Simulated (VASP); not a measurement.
# BN with r2SCAN + rVV10: from relaxation to properties, part 3 of 5

What structure does BN take at this level, and what are its properties? The start is a cell from a database of measured crystal structures.

VASP 6.6.1; r2SCAN with rVV10; plane waves and PAW (B, N).

So far, gap on the k-mesh (eV): step 2 (relaxing cell and atoms (r2SCAN + rVV10)) 5.86. The relaxed cell has a = 2.544, c = 4.209 Å (conventional setting).

The database entry behind the starting cell has ideal inner coordinates that were not refined, so it need not match the best structure at ambient conditions.

## Step 4: Bands along the symmetry lines (r2SCAN + rVV10)

The mesh alone shows little of the dispersion and can miss band extrema, so KPOINTS_OPT adds a path through the symmetry points after the self-consistent cycle.

Input file INCAR:

```
SYSTEM = BN
PREC = Accurate
ENCUT = 520
EDIFF = 1E-06
NELM = 100
ISMEAR = 0
SIGMA = 0.05
LREAL = .FALSE.
ALGO = Normal
METAGGA = R2SCAN
LUSE_VDW = .TRUE.
IVDW_NL = 2
BPARAM = 11.95
CPARAM = 0.0093
LASPH = .TRUE.
NBANDS = 22
LORBIT = 11
LWAVE = .FALSE.
LCHARG = .FALSE.
KPAR = 4
```

Input file POSCAR:

```
BN
1.0
    2.5444568406      0.0000000000      0.0000000000
   -1.2722284203      2.2035642628      0.0000000000
    0.0000000000      0.0000000000      4.2090368552
B N
2 2
Direct
    0.6666666667      0.3333333333      0.0002364178
    0.3333333333      0.6666666667      0.5002364178
    0.6666666667      0.3333333333      0.3747635822
    0.3333333333      0.6666666667      0.8747635822
```

Input file KPOINTS:

```
Automatic mesh
0
Gamma
10 10 5
0 0 0
```

Input file KPOINTS_OPT:

```
Line mode
16
Line-mode
Reciprocal
  0.00000000   0.00000000   0.00000000 GAMMA
  0.50000000   0.00000000   0.00000000 M

  0.50000000   0.00000000   0.00000000 M
  0.33333333   0.33333333   0.00000000 K

  0.33333333   0.33333333   0.00000000 K
  0.00000000   0.00000000   0.00000000 GAMMA

  0.00000000   0.00000000   0.00000000 GAMMA
  0.00000000   0.00000000   0.50000000 A

  0.00000000   0.00000000   0.50000000 A
  0.50000000   0.00000000   0.50000000 L

  0.50000000   0.00000000   0.50000000 L
  0.33333333   0.33333333   0.50000000 H

  0.33333333   0.33333333   0.50000000 H
  0.00000000   0.00000000   0.50000000 A

  0.50000000   0.00000000   0.50000000 L
  0.50000000   0.00000000   0.00000000 M

  0.33333333   0.33333333   0.00000000 K
  0.33333333   0.33333333   0.50000000 H
```

PAW data sets: B and N (PBE family, release 64).

Started as:

```console
> mpirun -np 4 vasp_std
```

Output:

```text
[banner, memory and clock lines left out]
running    4 mpi-ranks, on    1 nodes
 distrk:  each k-point on    1 cores,    4 groups
 distr:  one band on    1 cores,    1 groups

 POSCAR found type information on POSCAR B N
 POSCAR found :  2 types and       4 ions
 [... a notice as in an earlier step ...]

 [... a notice as in an earlier step ...]

 LDA part: xc-table for (None), standard interpolation
 POSCAR, INCAR and KPOINTS ok, starting setup
 FFT: planning ... GRIDC
 FFT: planning ... GRID_SOFT
 FFT: planning ... GRID
 WAVECAR not read
 entering main loop
       N       E                     dE             d eps       ncg     rms          rms(c)
Total rVV10 correction in eV:      0.1299827    16.3220079
Total rVV10 correction in eV:      0.1299827    16.3220079
Total rVV10 correction in eV:      0.1299827    16.3220079
Total rVV10 correction in eV:      0.1299827    16.3220079
DAV:   1     0.316997920256E+02    0.31700E+02   -0.79248E+03  1848   0.729E+02
DAV:   2    -0.426121266072E+02   -0.74312E+02   -0.70338E+02  2364   0.202E+02
DAV:   3    -0.445723257584E+02   -0.19602E+01   -0.19455E+01  2258   0.275E+01
DAV:   4    -0.445758690330E+02   -0.35433E-02   -0.35431E-02  1998   0.130E+00
DAV:   5    -0.445758732241E+02   -0.41911E-05   -0.41911E-05  2220   0.434E-02    0.933E+00
Total rVV10 correction in eV:      0.1575907    16.3220079
Total rVV10 correction in eV:      0.1575907    16.3220079
Total rVV10 correction in eV:      0.1575907    16.3220079
Total rVV10 correction in eV:      0.1575907    16.3220079
DAV:   6    -0.380841572413E+02    0.64917E+01   -0.10999E+00  1872   0.790E+00    0.501E+00
Total rVV10 correction in eV:      0.1788957    16.3220079
Total rVV10 correction in eV:      0.1788957    16.3220079
Total rVV10 correction in eV:      0.1788957    16.3220079
Total rVV10 correction in eV:      0.1788957    16.3220079
DAV:   7    -0.380709544491E+02    0.13203E-01   -0.42917E-01  1956   0.418E+00    0.261E+00
Total rVV10 correction in eV:      0.1976619    16.3220079
Total rVV10 correction in eV:      0.1976619    16.3220079
Total rVV10 correction in eV:      0.1976619    16.3220079
Total rVV10 correction in eV:      0.1976619    16.3220079
DAV:   8    -0.380685971473E+02    0.23573E-02   -0.20559E-02  1998   0.132E+00    0.292E-01
Total rVV10 correction in eV:      0.1989339    16.3220079
Total rVV10 correction in eV:      0.1989339    16.3220079
Total rVV10 correction in eV:      0.1989339    16.3220079
Total rVV10 correction in eV:      0.1989339    16.3220079
DAV:   9    -0.380666510296E+02    0.19461E-02   -0.25425E-03  2130   0.604E-01    0.115E-01
Total rVV10 correction in eV:      0.1988701    16.3220079
Total rVV10 correction in eV:      0.1988701    16.3220079
Total rVV10 correction in eV:      0.1988701    16.3220079
Total rVV10 correction in eV:      0.1988701    16.3220079
DAV:  10    -0.380667185134E+02   -0.67484E-04   -0.50454E-04  2122   0.167E-01    0.704E-02
Total rVV10 correction in eV:      0.1991290    16.3220079
Total rVV10 correction in eV:      0.1991290    16.3220079
Total rVV10 correction in eV:      0.1991290    16.3220079
Total rVV10 correction in eV:      0.1991290    16.3220079
DAV:  11    -0.380667121987E+02    0.63147E-05   -0.32336E-05  2076   0.570E-02    0.131E-02
Total rVV10 correction in eV:      0.1991887    16.3220079
Total rVV10 correction in eV:      0.1991887    16.3220079
Total rVV10 correction in eV:      0.1991887    16.3220079
Total rVV10 correction in eV:      0.1991887    16.3220079
DAV:  12    -0.380667147269E+02   -0.25282E-05   -0.62568E-06  2162   0.198E-02    0.343E-03
Total rVV10 correction in eV:      0.1991890    16.3220079
Total rVV10 correction in eV:      0.1991890    16.3220079
Total rVV10 correction in eV:      0.1991890    16.3220079
Total rVV10 correction in eV:      0.1991890    16.3220079
DAV:  13    -0.380667152527E+02   -0.52572E-06   -0.13939E-07  1074   0.342E-03
Total rVV10 correction in eV:      0.1991862    16.3220079
Total rVV10 correction in eV:      0.1991862    16.3220079
Total rVV10 correction in eV:      0.1991862    16.3220079
Total rVV10 correction in eV:      0.1991862    16.3220079
Total rVV10 correction in eV:      0.1991864    16.3220079
Total rVV10 correction in eV:      0.1991864    16.3220079
Total rVV10 correction in eV:      0.1991864    16.3220079
Total rVV10 correction in eV:      0.1991864    16.3220079
   1 F= -.38066715E+02 E0= -.38066715E+02  d E =-.489871E-17
 Start KPOINTS_OPT (optional k-point list driver)
k-point batch [1-42\144]
       N       E                     dE             ncg
DAV:   1     0.236688328669E+04   -0.23338E+05     1848
DAV:   2    -0.669287907548E+03   -0.30362E+04     2308
DAV:   3    -0.745913400148E+03   -0.76625E+02     2160
DAV:   4    -0.746029714825E+03   -0.11631E+00     2070
DAV:   5    -0.746029826169E+03   -0.11134E-03     2196
DAV:   6    -0.746029826336E+03   -0.16735E-06     1738
[...]
k-point batch [127-144\144]
       N       E                     dE             ncg
DAV:   1     0.154266478302E+05   -0.14566E+05      792
DAV:   2     0.141740704042E+05   -0.12526E+04      976
DAV:   3     0.141436274981E+05   -0.30443E+02      920
DAV:   4     0.141435825602E+05   -0.44938E-01      870
DAV:   5     0.141435825181E+05   -0.42120E-04      882
DAV:   6     0.141435825180E+05   -0.62630E-07      750
```

It took 30 s on 4 MPI ranks of Intel Xeon 6975P-C (Granite Rapids), shared host; peak memory 0.83 GiB; 1.9 min of CPU time.

From OUTCAR (step 4):

```text
 Found     42 irreducible k-points:

   k-points           NKPTS =     42   k-points in BZ     NKDIM =     42   number of bands    NBANDS=     22

   NELECT =      16.0000    total number of electrons

 E-fermi :   7.7008

 k-point     1 :       0.0000    0.0000    0.0000
  band No.  band energies     occupation
    ...
      4       5.2135      2.00000
      5       5.2135      2.00000
      6       7.1475      2.00000
      7       7.4235      2.00000
      8       7.4235      2.00000
      9      16.4838      0.00000
     10      16.4838      0.00000
     11      16.7140      0.00000
     12      17.6122      0.00000
     13      18.9287      0.00000
    ...

 k-point     2 :       0.1000    0.0000    0.0000
  band No.  band energies     occupation
    ...
      4       4.1950      2.00000
      5       4.8011      2.00000
      6       6.5730      2.00000
      7       6.9261      2.00000
      8       7.1903      2.00000
      9      16.1378      0.00000
     10      16.9306      0.00000
     11      17.0557      0.00000
     12      18.3513      0.00000
     13      19.5918      0.00000
    ...

  Total       -0.0069020     -0.0069020     -0.0083935      0.0000000      0.0000000      0.0000000
  in kB       -0.4685780     -0.4685780     -0.5698339      0.0000000      0.0000000      0.0000000
  external PRESSURE =      -0.5023300 kB  Pullay stress =       0.0000000 kB

 POSITION                                       TOTAL-FORCE (eV/Angst)
 -----------------------------------------------------------------------------------
      1.27223      0.73452      0.00100        -0.000000     -0.000000     -0.000805
     -0.00000      1.46904      2.10551        -0.000000      0.000000     -0.000805
      1.27223      0.73452      1.57739        -0.000000      0.000000      0.000805
     -0.00000      1.46904      3.68191         0.000000      0.000000      0.000805
 -----------------------------------------------------------------------------------
    total drift:                               -0.000000     -0.000000     -0.001853

  FREE ENERGIE OF THE ION-ELECTRON SYSTEM (eV)
  ---------------------------------------------------
  free  energy   TOTEN  =       -38.0667152527 eV

  energy  without entropy=      -38.0667152527  energy(sigma->0) =      -38.06671525

[... 9 parts as in an earlier step ...]

[... 5 further parts left out ...]
```

Numbers from this step:

- bands: 22
- Fermi energy: 7.701 eV
- pressure: -0.05023 GPa
- least gap on mesh and path: 5.661 eV
- least direct gap on mesh and path: 8.943 eV
- conduction bottom at k: 0.3333, 0.3333, 0
- least direct gap at k: 0.1333, 0, 0

The electronic bands at the labelled points (eV, zero at the valence-band top; v1 is the highest filled band, c1 the lowest empty one):

```
          point     v4     v3     v2     v1     c1     c2     c3     c4
              Γ  -2.21  -0.28   0.00   0.00   9.06   9.06   9.29  10.19
0.53 of the way  -4.34  -4.12  -1.86  -1.30   7.82  10.04  10.97  11.80
              M  -7.22  -5.20  -4.55  -2.20   7.26   8.56  11.35  12.19
0.53 of the way  -6.90  -6.75  -4.79  -3.92   6.75  10.37  12.75  14.06
              K  -7.56  -5.66  -5.64  -5.64   5.66  14.43  14.43  14.81
0.53 of the way  -5.53  -3.51  -2.01  -1.81   9.22   9.45  10.89  12.29
              Γ  -2.21  -0.28   0.00   0.00   9.06   9.06   9.29  10.19
0.53 of the way  -1.90  -1.90  -0.44  -0.44   9.57   9.57  10.02  10.20
              A  -1.22  -1.22  -1.22  -1.22  10.22  10.22  10.67  10.67
0.47 of the way  -4.17  -4.17  -2.64  -2.64   8.69   8.69  12.15  12.15
              L  -3.93  -3.93  -3.73  -3.73   7.16   7.16  10.69  10.69
0.53 of the way  -6.16  -6.16  -3.31  -3.31   8.74   8.74  11.80  11.80
              H  -8.01  -8.01  -3.16  -3.16  10.00  10.00  10.90  10.90
0.53 of the way  -4.34  -4.34  -3.45  -3.45   9.58   9.58  11.42  11.42
              A  -1.22  -1.22  -1.22  -1.22  10.22  10.22  10.67  10.67
      jump to L  -3.93  -3.93  -3.73  -3.73   7.16   7.16  10.69  10.69
0.47 of the way  -5.59  -4.81  -3.56  -2.85   7.29   7.43  11.64  12.31
              M  -7.22  -5.20  -4.55  -2.20   7.26   8.56  11.35  12.19
      jump to K  -7.56  -5.66  -5.64  -5.64   5.66  14.43  14.43  14.81
0.53 of the way  -8.68  -6.59  -4.10  -4.10   7.50  11.50  11.50  13.86
              H  -8.01  -8.01  -3.16  -3.16  10.00  10.00  10.90  10.90
```

Of the projections kept (B, N), the largest for each band there; the rest of the weight can lie on other orbitals:

```
point      v4      v3      v2      v1      c1      c2      c3      c4
    Γ  N 0.71  N 0.85  N 0.87  N 0.87  B 0.96  B 0.96  B 0.84  B 0.62
    M  N 0.56  N 0.62  N 0.63  N 0.72  B 0.79  N 0.70  B 0.79  B 0.60
    K  N 0.55  N 0.65  N 0.60  N 0.60  B 0.72  B 0.55  B 0.55  N 0.99
    Γ  N 0.71  N 0.85  N 0.87  N 0.87  B 0.96  B 0.96  B 0.84  B 0.62
    A  N 0.77  N 0.77  N 0.77  N 0.77  B 0.69  B 0.69  B 0.84  B 0.84
    L  N 0.65  N 0.65  N 0.68  N 0.68  B 0.64  B 0.64  B 0.79  B 0.79
```

The path lowers the gap by 0.20 eV against the mesh alone, so a band edge lies off the mesh.

On this path the gap is indirect, 5.66 eV, with the valence top at Γ and the conduction bottom at K. The least direct gap is 8.94 eV.

## Step 5: Total and projected DOS (r2SCAN + rVV10)

Here the states are counted by energy and projected on the atoms. The mesh is finer than in the run before.

Changes to INCAR since step 4:

```diff
@@ -5,3 +5,3 @@
 NELM = 100
-ISMEAR = 0
+ISMEAR = -5
 SIGMA = 0.05
@@ -20 +20,2 @@
 KPAR = 4
+NEDOS = 2001
```

POSCAR is that of step 4.

Input file KPOINTS:

```
Automatic mesh
0
Gamma
15 15 8
0 0 0
```

Started as:

```console
> mpirun -np 4 vasp_std
```

Output:

```text
[... set-up lines as in an earlier step ...]
 entering main loop
       N       E                     dE             d eps       ncg     rms          rms(c)
Total rVV10 correction in eV:      0.1299827    16.3220079
Total rVV10 correction in eV:      0.1299827    16.3220079
Total rVV10 correction in eV:      0.1299827    16.3220079
Total rVV10 correction in eV:      0.1299827    16.3220079
DAV:   1     0.323238769767E+02    0.32324E+02   -0.79310E+03  5956   0.730E+02
DAV:   2    -0.425808438906E+02   -0.74905E+02   -0.70924E+02  7480   0.201E+02
DAV:   3    -0.445721729066E+02   -0.19913E+01   -0.19756E+01  7206   0.275E+01
DAV:   4    -0.445758487940E+02   -0.36759E-02   -0.36758E-02  6450   0.131E+00
DAV:   5    -0.445758531281E+02   -0.43342E-05   -0.43342E-05  7200   0.438E-02    0.933E+00
Total rVV10 correction in eV:      0.1575906    16.3220079
Total rVV10 correction in eV:      0.1575906    16.3220079
Total rVV10 correction in eV:      0.1575906    16.3220079
Total rVV10 correction in eV:      0.1575906    16.3220079
DAV:   6    -0.380841606957E+02    0.64917E+01   -0.11007E+00  5976   0.790E+00    0.501E+00
Total rVV10 correction in eV:      0.1788947    16.3220079
Total rVV10 correction in eV:      0.1788947    16.3220079
Total rVV10 correction in eV:      0.1788947    16.3220079
Total rVV10 correction in eV:      0.1788947    16.3220079
DAV:   7    -0.380709670077E+02    0.13194E-01   -0.42912E-01  6336   0.418E+00    0.261E+00
Total rVV10 correction in eV:      0.1976676    16.3220079
Total rVV10 correction in eV:      0.1976676    16.3220079
Total rVV10 correction in eV:      0.1976676    16.3220079
Total rVV10 correction in eV:      0.1976676    16.3220079
DAV:   8    -0.380686082035E+02    0.23588E-02   -0.20560E-02  6432   0.132E+00    0.293E-01
Total rVV10 correction in eV:      0.1989310    16.3220079
Total rVV10 correction in eV:      0.1989310    16.3220079
Total rVV10 correction in eV:      0.1989310    16.3220079
Total rVV10 correction in eV:      0.1989310    16.3220079
DAV:   9    -0.380666511291E+02    0.19571E-02   -0.25369E-03  6792   0.604E-01    0.115E-01
Total rVV10 correction in eV:      0.1988686    16.3220079
Total rVV10 correction in eV:      0.1988686    16.3220079
Total rVV10 correction in eV:      0.1988686    16.3220079
Total rVV10 correction in eV:      0.1988686    16.3220079
DAV:  10    -0.380667195936E+02   -0.68464E-04   -0.50676E-04  6722   0.167E-01    0.705E-02
Total rVV10 correction in eV:      0.1991281    16.3220079
Total rVV10 correction in eV:      0.1991281    16.3220079
Total rVV10 correction in eV:      0.1991281    16.3220079
Total rVV10 correction in eV:      0.1991281    16.3220079
DAV:  11    -0.380667132411E+02    0.63525E-05   -0.32313E-05  6570   0.570E-02    0.131E-02
Total rVV10 correction in eV:      0.1991880    16.3220079
Total rVV10 correction in eV:      0.1991880    16.3220079
Total rVV10 correction in eV:      0.1991880    16.3220079
Total rVV10 correction in eV:      0.1991880    16.3220079
DAV:  12    -0.380667157706E+02   -0.25295E-05   -0.62667E-06  6812   0.198E-02    0.344E-03
Total rVV10 correction in eV:      0.1991882    16.3220079
Total rVV10 correction in eV:      0.1991882    16.3220079
Total rVV10 correction in eV:      0.1991882    16.3220079
Total rVV10 correction in eV:      0.1991882    16.3220079
DAV:  13    -0.380667163013E+02   -0.53063E-06   -0.13939E-07  3432   0.342E-03
Total rVV10 correction in eV:      0.1991855    16.3220079
Total rVV10 correction in eV:      0.1991855    16.3220079
Total rVV10 correction in eV:      0.1991855    16.3220079
Total rVV10 correction in eV:      0.1991855    16.3220079
Total rVV10 correction in eV:      0.1991857    16.3220079
Total rVV10 correction in eV:      0.1991857    16.3220079
Total rVV10 correction in eV:      0.1991857    16.3220079
Total rVV10 correction in eV:      0.1991857    16.3220079
   1 F= -.38066716E+02 E0= -.38066716E+02  d E =0.000000E+00
```

The job ended after 37 s (4 MPI ranks; peak memory 0.96 GiB; 2.4 min of CPU time).

From OUTCAR (step 5):

```text
   k-points           NKPTS =    135   k-points in BZ     NKDIM =    135   number of bands    NBANDS=     22

   NELECT =      16.0000    total number of electrons

 E-fermi :   7.4291

 k-point     2 :       0.0667   -0.0000    0.0000
  band No.  band energies     occupation
    ...
      4       4.7374      2.00000
      5       5.0201      2.00000
      6       7.0156      2.00000
      7       7.0619      2.00000
      8       7.3187      2.00000
      9      16.2945      0.00000
     10      16.6914      0.00000
     11      16.9087      0.00000
     12      17.9544      0.00000
     13      19.2935      0.00000
    ...

  Total       -0.0070319     -0.0070319     -0.0082719      0.0000000      0.0000000      0.0000000
  in kB       -0.4773982     -0.4773982     -0.5615777      0.0000000      0.0000000      0.0000000
  external PRESSURE =      -0.5054580 kB  Pullay stress =       0.0000000 kB

 POSITION                                       TOTAL-FORCE (eV/Angst)
 -----------------------------------------------------------------------------------
      1.27223      0.73452      0.00100        -0.000000     -0.000000     -0.000813
     -0.00000      1.46904      2.10551        -0.000000     -0.000000     -0.000813
      1.27223      0.73452      1.57739         0.000000      0.000000      0.000813
     -0.00000      1.46904      3.68191         0.000000     -0.000000      0.000813
 -----------------------------------------------------------------------------------
    total drift:                               -0.000000     -0.000000     -0.001859

  FREE ENERGIE OF THE ION-ELECTRON SYSTEM (eV)
  ---------------------------------------------------
  free  energy   TOTEN  =       -38.0667163013 eV

  energy  without entropy=      -38.0667163013  energy(sigma->0) =      -38.06671630

[... 10 parts as in an earlier step ...]

[... 6 further parts left out ...]
```

Numbers from this step:

- irreducible k-points: 135
- Fermi energy: 7.429 eV
- pressure: -0.05055 GPa
- gap on the k-mesh: 5.661 eV
- least direct gap on the k-mesh: 8.943 eV

The density of states has structure finer than the step of the table below, so its rows give means over 1 eV, whole bins alone (the curve runs from -12.0 to 13.6 eV). Peaks (eV: height): total -9.4: 1.72, -3.2: 2.55, 9.6: 1.55, 11.3: 3.16; N p -9.4: 0.609, -7.9: 0.521, -3.2: 1.36; B p -3.2: 0.605, 8.7: 0.44, 10.0: 0.569, 11.3: 0.944; B s -9.4: 0.303, -8.0: 0.226, 11.3: 0.308, 12.3: 0.202; N s -7.9: 0.0654, 7.8: 0.112, 8.7: 0.112, 11.8: 0.141.

States under -12.0 eV and over 13.6 eV are left out. Table of density of states by energy, zero at the valence-band top; means over each step; values in states/eV/cell:

```
energy (eV)   total      N p      B p      B s      N s
        -11  0.0648   0.0215  0.00779   0.0127   8.3e-4
        -10   0.842    0.292   0.0942    0.171   0.0200
         -9    1.25    0.444    0.154    0.230   0.0465
         -8    1.01    0.375    0.141    0.159   0.0513
         -7    1.02    0.409    0.178    0.114   0.0401
         -6    1.19    0.511    0.238   0.0943   0.0354
         -5    1.42    0.660    0.320   0.0700   0.0278
         -4    1.71    0.852    0.394   0.0548   0.0216
         -3    1.96     1.05    0.452   0.0309   0.0143
         -2    1.03    0.597    0.213  0.00859  0.00584
         -1   0.455    0.286   0.0762  0.00145  0.00163
          0  0.0639   0.0432  0.00821   3.6e-5   8.4e-5
          1       0        0        0        0        0
          2       0        0        0        0        0
          3       0        0        0        0        0
          4       0        0        0        0        0
          5       0        0        0        0        0
          6  0.0390  0.00391  0.00779   4.4e-6   4.4e-6
          7   0.355   0.0290   0.0685   0.0191   0.0239
          8    1.23    0.105    0.279   0.0758   0.0942
          9    1.22    0.119    0.348   0.0557   0.0887
         10    1.15    0.118    0.425   0.0483   0.0595
         11    1.63    0.187    0.510    0.156   0.0715
         12    1.90    0.254    0.555    0.183    0.116
         13    1.49    0.283    0.386    0.174   0.0887
```

The gap on this mesh is 5.66 eV. In the top eV of the valence band the largest shares in the PAW spheres are N p 66 % and B p 15 %. The rest lies in smaller channels or between the spheres.

(Part 3 of 5 ends here.)

[Lines on the potential files, build, host, timing and source positions are cut from VASP's logs without a mark.]

[Logs are printed without paths, hosts, clocks, repeated set-up lines and the standing remarks that a program may print on its own settings, such as how far it seeks lower states.]

[Hosts, paths, dates, database ids (printed as entryN), source tags and the programs' standing remarks are cut or masked in the printed files.]

[A measured line is paired with the nearest computed mode of its activity, which favours agreement.]
